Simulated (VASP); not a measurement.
Consider the following.

```xyz
8
Lattice="5.9919 0.0000 0.0000 0.0000 5.9919 0.0000 0.0000 0.0000 5.9919" Properties=species:S:1:pos:R:3 pbc="T T T"
Al     0.0897     5.9022     5.9022
Al     2.9063     3.0857     5.9022
Al     2.9063     5.9022     3.0857
Al     0.0897     3.0857     3.0857
Sb     1.4980     1.4980     1.4980
Sb     4.4940     4.4940     1.4980
Sb     4.4940     1.4980     4.4940
P      1.4980     4.4940     4.4940
```

All values below come from PBEsol GGA, VASP's PBE PAW potentials (set 64) (plane waves; VASP). Run with 400 eV cut-off, 4×4×4 Γ-centred mesh, Gaussian smearing of 0.050 eV, potentials Al Sb P.

Unless said otherwise, spin-orbit coupling is left out, though it shifts the bands of the heavy elements here.

### Question
Estimate the energy per atom (σ→0), band gap (on the k-mesh) with the smallest direct gap where there is one.

### Answer

- band gap (on the k-mesh) = 0.79 eV
- smallest direct gap (on the k-mesh) = 0.87 eV
- energy per atom (σ→0) = -4.652 eV/atom

The absolute energy has meaning only against runs of the same code, potentials and settings.

The structure was generated: Al4PSb3 was put into an ordered model structure (P-43m), which need not be its known phase. It was relaxed first. The start is the result of an earlier pass.
